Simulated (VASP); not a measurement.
# AuC18 in VASP: a series of runs

Runs on AuC18. Level: PBE. Tasks: single point.

Program: VASP 6.6.1. These are calculated values, not measurements. Logs are shortened: lines on timing, memory, paths and dates and some standing lists are left out, and cuts for length are marked.

**1. The slab as given**

The cell holds a slab with vacuum, 19 atoms: a = 7.398 Å, b = 7.398 Å, c = 11.000 Å, α = 90.00°, β = 90.00°, γ = 120.00°.

The cell was built by a generator and needn't be a form met in nature.

**2. Single point, PBE, collinear spin, typed start**

INCAR

```
SYSTEM = AuC18
  ALGO = Normal
  EDIFF = 1E-7
  ENCUT = 520
  GGA = PE
  ISIF = 2
  ISMEAR = -1
  ISPIN = 2
  LASPH = .TRUE.
  LCHARG = .TRUE.
  LELF = .TRUE.
  LMAXMIX = 4
  LORBIT = 11
  LREAL = Auto
  LVHAR = .TRUE.
  LWAVE = .FALSE.
  MAGMOM = 0 0 0 0 0 0 0 0 0 0 0 0 0 0 0 0 0 0 1
  NBANDS = 60
  NELM = 150
  PREC = Accurate
  SIGMA = 0.02
```

KPOINTS

```
k-points
0
G
  2 2 1
  0 0 0
```

POSCAR

```
AuC18
1.0
    7.3980000000      0.0000000000      0.0000000000
   -3.6990000000      6.4068560000      0.0000000000
    0.0000000000      0.0000000000     11.0000000000
C Au
18 1
Direct
    0.0031820007      0.0009697826      0.0856005838
    0.2251544522      0.1121262144      0.0876115317
    0.0033280552      0.3345337559      0.0877304271
    0.2255113625      0.4456255146      0.0871867058
    0.0031819573      0.6679439275      0.0856028902
    0.2251536181      0.7787524496      0.0876000143
    0.3344239576      0.0000929751      0.0926879533
    0.5588477202      0.1122729261      0.1054422245
    0.3365899480      0.3345423404      0.0877303481
    0.5590115582      0.4459765506      0.0875695836
    0.3366050989      0.6678084867      0.0877161851
    0.5590237171      0.7787529116      0.0875460779
    0.6710512899      0.0000769216      0.0926321028
    0.8923952386      0.1121229459      0.0875703860
    0.6710301599      0.3366965170      0.0926864533
    0.8923810647      0.4459808894      0.0875832948
    0.6701722176      0.6679510677      0.0855598774
    0.8921814888      0.7789496383      0.0858535970
    0.5599341946      0.1124173850      0.3180899634
```

Potentials or basis: VASP PAW PBE potentials, release 64 (C, Au).

Started as:

```
$ cat potpaw_PBE.64/C/POTCAR potpaw_PBE.64/Au/POTCAR > POTCAR
$ mpirun -np 1 vasp_std > vasp.out
```

OUTCAR:

```text
SYSTEM = AuC18
   EDIFF = 1E-7
   ENCUT = 520
   GGA = PE
   ISIF = 2
   ISMEAR = -1
   ISPIN = 2
   LASPH = .TRUE.
   LORBIT = 11
   LREAL = Auto
   NELM = 150
   PREC = Accurate

 ion  position               nearest neighbor table
   1  0.003  0.001  0.086-  14 1.42   2 1.42  18 1.42
   2  0.225  0.112  0.088-   7 1.42   1 1.42   9 1.42
   3  0.003  0.335  0.088-   4 1.42  16 1.42  14 1.42
   4  0.226  0.446  0.087-   9 1.42  11 1.42   3 1.42
   5  0.003  0.668  0.086-  16 1.42   6 1.42  18 1.42
   6  0.225  0.779  0.088-   7 1.42   5 1.42  11 1.42
   7  0.334  0.000  0.093-   2 1.42   6 1.42   8 1.44
   8  0.559  0.112  0.105-  13 1.44   7 1.44  15 1.44  19 2.34
   9  0.337  0.335  0.088-   4 1.42   2 1.42  10 1.43
  10  0.559  0.446  0.088-  15 1.42  17 1.42   9 1.43
  11  0.337  0.668  0.088-   4 1.42   6 1.42  12 1.43
  12  0.559  0.779  0.088-  13 1.42  17 1.42  11 1.43
  13  0.671  0.000  0.093-  12 1.42  14 1.42   8 1.44
  14  0.892  0.112  0.088-  13 1.42   1 1.42   3 1.42
  15  0.671  0.337  0.093-  10 1.42  16 1.42   8 1.44
  16  0.892  0.446  0.088-  15 1.42   5 1.42   3 1.42
  17  0.670  0.668  0.086-  12 1.42  10 1.42  18 1.42
  18  0.892  0.779  0.086-   5 1.42  17 1.42   1 1.42
  19  0.560  0.112  0.318-   8 2.34

  LATTYP: Found a hexagonal cell.
 ALAT       =     7.3980000000
 C/A-ratio  =     1.4868883482

  Lattice vectors:

 A1 = (   7.3980000000,   0.0000000000,   0.0000000000)
 A2 = (  -3.6990000000,   6.4068560000,   0.0000000000)
 A3 = (   0.0000000000,   0.0000000000,  11.0000000000)

Analysis of symmetry for initial positions (statically):
=====================================================================
 Subroutine PRICEL returns:
 Original cell was already a primitive cell.

 Routine SETGRP: Setting up the symmetry group for a
 hexagonal supercell.

 Subroutine GETGRP returns: Found  1 space group operations
 (whereof  1 operations were pure point group operations)
 out of a pool of 24 trial point group operations.

The static configuration has the point symmetry C_1 .

Analysis of symmetry for dynamics (positions and initial velocities):
=====================================================================
 Subroutine PRICEL returns:
 Original cell was already a primitive cell.

 Routine SETGRP: Setting up the symmetry group for a
 hexagonal supercell.

 Subroutine GETGRP returns: Found  1 space group operations
[... 173 lines left out ...]
  ---------------------------------------------------
  ext. energy  EPLUGINS =         0.00000000
  ---------------------------------------------------
  free energy    TOTEN  =      -165.96642310 eV

  energy without entropy =     -165.92710580  energy(sigma->0) =     -165.94676445

 E-fermi :  -1.4263     XC(G=0):  -4.6828

 val. band max:       -1.4274766367   @ k =   0.0000   0.0000   0.0000
 cond. band min:      -1.4110927790   @ k =   0.0000   0.0000   0.0000
 fundamental gap:      0.0163838578
 Fermi energy:        -1.4263273573

 spin component 1

 k-point     1 :       0.0000    0.0000    0.0000
  band No.  band energies     occupation
      1     -21.0155      1.00000
      2     -18.5086      1.00000
      3     -18.4454      1.00000
      4     -18.4446      1.00000
      5     -18.3995      1.00000
      6     -18.3950      1.00000
[... 213 lines left out ...]
     52       3.9212      0.00000
     53       4.3868      0.00000
 Fermi energy:        -1.4263273573

 spin component 2

 k-point     1 :       0.0000    0.0000    0.0000
  band No.  band energies     occupation
      1     -21.0155      1.00000
      2     -18.5086      1.00000
      3     -18.4453      1.00000
      4     -18.4447      1.00000
      5     -18.3995      1.00000
      6     -18.3951      1.00000
[... 213 lines left out ...]
     52       3.9212      0.00000
     53       4.3868      0.00000
 [bands above 53 left out]

------------------------ aborting loop because EDIFF is reached ----------------------------------------

  FORCE on cell =-STRESS in cart. coord.  units (eV):
  Direction    XX          YY          ZZ          XY          YZ          ZX
  --------------------------------------------------------------------------------------
  -------------------------------------------------------------------------------------
  Total        1.7444828      1.7516203      0.1538768      0.0626685     -0.0063752      0.0023745
  in kB        5.3607468      5.3826802      0.4728592      0.1925786     -0.0195907      0.0072969
  external PRESSURE =       3.7387620 kB  Pullay stress =       0.0000000 kB

 VOLUME and BASIS-vectors are now :
 -----------------------------------------------------------------------------
  energy-cutoff  :      520.00
  volume of cell :      521.38
      direct lattice vectors                 reciprocal lattice vectors
     7.398000000  0.000000000  0.000000000     0.135171668  0.078041398  0.000000000
    -3.699000000  6.406856000  0.000000000     0.000000000  0.156082796  0.000000000
     0.000000000  0.000000000 11.000000000     0.000000000  0.000000000  0.090909091

 POSITION                                       TOTAL-FORCE (eV/Angst)
 -----------------------------------------------------------------------------------
      0.01995      0.00621      0.94161        -0.008624     -0.002461      0.009639
      1.25094      0.71838      0.96373         0.047000     -0.013102     -0.017806
     -1.21282      2.14331      0.96503         0.013604      0.018638      0.020546
      0.01996      2.85506      0.95905        -0.004533      0.006914     -0.002511
     -2.44718      4.27942      0.94163         0.005295     -0.008066      0.008865
     -1.21492      4.98935      0.96360         0.012602      0.039281     -0.018969
[... 11 lines left out ...]
      3.71902      4.99062      0.94439        -0.002906     -0.001559      0.009359
      3.72656      0.72024      3.49899        -0.001993     -0.001281      0.131720
 -----------------------------------------------------------------------------------
    total drift:                                0.009022      0.002092      0.013291

  FREE ENERGIE OF THE ION-ELECTRON SYSTEM (eV)
  ---------------------------------------------------
  free  energy   TOTEN  =      -165.9664230971 eV

  energy  without entropy=     -165.9271058029  energy(sigma->0) =     -165.94676445

 total charge

# of ion       s       p       d       tot
------------------------------------------
    1        0.864   1.785   0.000   2.649
    2        0.863   1.791   0.000   2.653
    3        0.863   1.782   0.000   2.645
    4        0.863   1.786   0.000   2.648
    5        0.864   1.785   0.000   2.649
    6        0.863   1.791   0.000   2.653
[... 11 lines left out ...]
   18        0.863   1.790   0.000   2.653
   19        0.646   0.054   8.869   9.569
--------------------------------------------------
tot         16.172  32.140   8.869  57.182

 magnetization (x)

# of ion       s       p       d       tot
------------------------------------------
    1        0.000   0.000   0.000   0.000
    2        0.000   0.000   0.000   0.000
    3       -0.000  -0.000   0.000  -0.000
    4       -0.000  -0.000   0.000  -0.000
    5        0.000   0.000   0.000   0.000
    6        0.000   0.000   0.000   0.000
[... 11 lines left out ...]
   18       -0.000  -0.000   0.000  -0.000
   19       -0.000  -0.000  -0.000  -0.000
--------------------------------------------------
tot         -0.000  -0.000  -0.000  -0.000
```

OSZICAR:

```text
N       E                     dE             d eps       ncg     rms          rms(c)
DAV:   1     0.626020365368E+03    0.62602E+03   -0.34333E+04   960   0.112E+03
DAV:   2    -0.874356987009E+02   -0.71346E+03   -0.67491E+03  1340   0.269E+02
DAV:   3    -0.177626596960E+03   -0.90191E+02   -0.89042E+02  1192   0.973E+01
[... 25 lines left out ...]
DAV:  29    -0.165966418621E+03   -0.90928E-05   -0.62532E-06  1064   0.991E-03    0.577E-03
DAV:  30    -0.165966422593E+03   -0.39722E-05   -0.27116E-06  1040   0.619E-03    0.974E-03
DAV:  31    -0.165966422172E+03    0.42097E-06   -0.12016E-06  1084   0.465E-03    0.131E-03
DAV:  32    -0.165966422463E+03   -0.29101E-06   -0.14181E-07   776   0.146E-03    0.108E-03
DAV:  33    -0.165966423030E+03   -0.56723E-06   -0.12646E-07   696   0.140E-03    0.307E-03
DAV:  34    -0.165966423097E+03   -0.66898E-07   -0.53173E-08   728   0.895E-04
   1 F= -.16596642E+03 E0= -.16594676E+03  d E =-.393173E-01  mag=    -0.0000
```

stdout:

```text
POSCAR found type information on POSCAR C Au
 POSCAR found :  2 types and      19 ions
 scaLAPACK will be used
 LDA part: xc-table for (Slater+PW92), standard interpolation
 POSCAR, INCAR and KPOINTS ok, starting setup
 FFT: planning ... GRIDC
 FFT: planning ... GRID_SOFT
 FFT: planning ... GRID
 WAVECAR not read
 entering main loop
```

It took 11 min on 1 thread of Intel Xeon Platinum 8259CL at 2.50GHz (Skylake/Cascade Lake), shared host; peak memory 0.83 GiB.

What came out:

```
Free energy                                           : -165.9664 eV
Largest force                                         : 0.139 eV/Å
Band gap on the k mesh                                : none (metal or under the smearing width)
Net moment                                            : 0.00 μB per cell
Valence electrons inside the program's atomic spheres : C 2.65, 2.64, 2.60; Au 9.57
```

Forces on the atoms (eV/Å):
```
C   -0.009 -0.002  0.010
C    0.047 -0.013 -0.018
C    0.014  0.019  0.021
C   -0.005  0.007 -0.003
C    0.005 -0.008  0.009
C    0.013  0.039 -0.019
C   -0.008 -0.006 -0.098
C   -0.001  0.002  0.139
C   -0.015  0.008  0.026
C    0.038 -0.028 -0.015
C   -0.009 -0.019  0.029
C    0.004  0.048 -0.017
C    0.014 -0.015 -0.096
C   -0.033 -0.028 -0.018
C   -0.005  0.012 -0.098
C   -0.029 -0.019 -0.008
C   -0.015  0.007  0.015
C   -0.003 -0.002  0.009
Au  -0.002 -0.001  0.132
```

Caveat: the k mesh is coarse (spacing up to 0.49 Å⁻¹), so the values aren't converged.

**3. Single point, PBE, collinear spin, typed start**

INCAR

```
SYSTEM = AuC18
ALGO     = Normal         ! electronic algorithm
EDIFF    = 1E-7           ! SCF threshold, eV
ENCUT    = 520            ! plane-wave cutoff, eV
GGA      = PE             ! functional
ISIF     = 2              ! what is computed and relaxed
ISMEAR   = -1             ! smearing method
ISPIN    = 2              ! spin polarisation
LASPH    = .TRUE.         ! aspherical terms in the spheres
LCHARG   = .FALSE.        ! write CHGCAR
LMAXMIX  = 4              ! l up to which the mixer works
LORBIT   = 11             ! projections on sites
LREAL    = Auto         
LWAVE    = .FALSE.        ! write WAVECAR
MAGMOM   = 0 0 0 0 0 0 0 0 0 0 0 0 0 0 0 0 0 0 1 ! initial moments
NBANDS   = 60             ! bands
NELM     = 150            ! most SCF steps
PREC     = Accurate       ! precision mode
SIGMA    = 0.02           ! smearing width, eV
```

KPOINTS is that of step 2.

POSCAR

```
AuC18
1.0
    7.3980000272      0.0000000157      0.0000000000
   -3.6990000000      6.4068559686      0.0000000000
    0.0000000000      0.0000000000     11.0000000000
C Au
18 1
Direct
   -0.0026721889      0.0026721889      0.0919141887
    0.2186497317      0.1147763141      0.0868140277
   -0.0026657110      0.3393497960      0.0917846115
    0.2186038512      0.4485976193      0.0867035320
   -0.0035723967      0.6705088373      0.0848749321
    0.2184202701      0.7815797299      0.0851782046
    0.3294911627      0.0035723967      0.0848749321
    0.5513671573      0.1147107548      0.0867296626
    0.3295836641      0.3370631466      0.0867761966
    0.5518151642      0.4481848358      0.0861351766
    0.3294403049      0.6705596951      0.0847753414
    0.5514023807      0.7813961488      0.0867035320
    0.6606502040      0.0026657110      0.0917846115
    0.8850965057      0.1149034943      0.1045156197
    0.6628549492      0.3371450508      0.0867641182
    0.8852892452      0.4486328427      0.0867296626
    0.6629368534      0.6704163359      0.0867761966
    0.8852236859      0.7813502683      0.0868140277
    0.8829000062      0.1170999938      0.3169877758
```

Potentials or basis: VASP PAW PBE potentials, release 64 (C, Au).

Started as:

```
$ cat potpaw_PBE.64/C/POTCAR potpaw_PBE.64/Au/POTCAR > POTCAR
$ mpirun -np 1 vasp_std > vasp.out
```

Wall time 7.1 min (1 thread of AMD EPYC 9R14 (Zen 4), shared host); peak memory 0.77 GiB.

It converged, with:

```yaml
Free_energy: -165.9656 eV
Largest_force: 0.137 eV/Å
Band_gap_on_the_k_mesh: none (metal or under the smearing width)
Net_moment: 0.00 μB per cell
Valence_electrons_inside_the_program's_atomic_spheres: C 2.64, 2.65, 2.60; Au 9.57
```

Forces in eV/Å, atoms in the order of the input:
```
C   -0.006  0.004 -0.107
C   -0.062 -0.002 -0.019
C    0.062 -0.003 -0.099
C   -0.070 -0.027 -0.017
C    0.013 -0.029  0.014
C    0.011 -0.006  0.011
C    0.031  0.004  0.014
C   -0.012 -0.002 -0.022
C    0.034 -0.004  0.030
C   -0.029  0.017  0.012
C    0.002 -0.001  0.010
C   -0.011  0.074 -0.017
C    0.034 -0.052 -0.099
C    0.006 -0.003  0.137
C    0.002 -0.001  0.028
C   -0.005  0.012 -0.022
C    0.021 -0.028  0.030
C   -0.029  0.055 -0.019
Au   0.008 -0.004  0.135
```

Levels at points of the mesh, in eV from the Fermi level:
Spin up:
```tsv
k point	band 39	band 40	band 41	band 42	band 43	band 44	band 45	band 46
(0.00, 0.00, 0.00)	-1.99	-0.57	0.00	0.02	0.02	0.53	3.79	4.24
(0.50, 0.00, 0.00)	-1.88	-1.86	-1.73	-0.01	1.67	2.39	2.48	2.49
(0.50, 0.50, 0.00)	-1.88	-1.85	-1.73	-0.01	1.67	2.39	2.48	2.49
```
Spin down:
```
           k point  band 38  band 39  band 40  band 41  band 42  band 43  band 44  band 45  band 46  band 47
(0.00, 0.00, 0.00)    -1.99    -1.99    -0.57     0.00     0.01     0.02     0.53     3.79     4.24     4.55
(0.50, 0.00, 0.00)    -2.05    -1.88    -1.86    -1.73    -0.01     1.67     2.39     2.48     2.49     2.51
(0.50, 0.50, 0.00)    -2.05    -1.88    -1.85    -1.73    -0.01     1.67     2.39     2.48     2.49     2.51
```

Caveat: the k mesh is coarse (spacing up to 0.49 Å⁻¹), so the values aren't converged. Spin-orbit coupling is left out, which matters for the levels of Au.
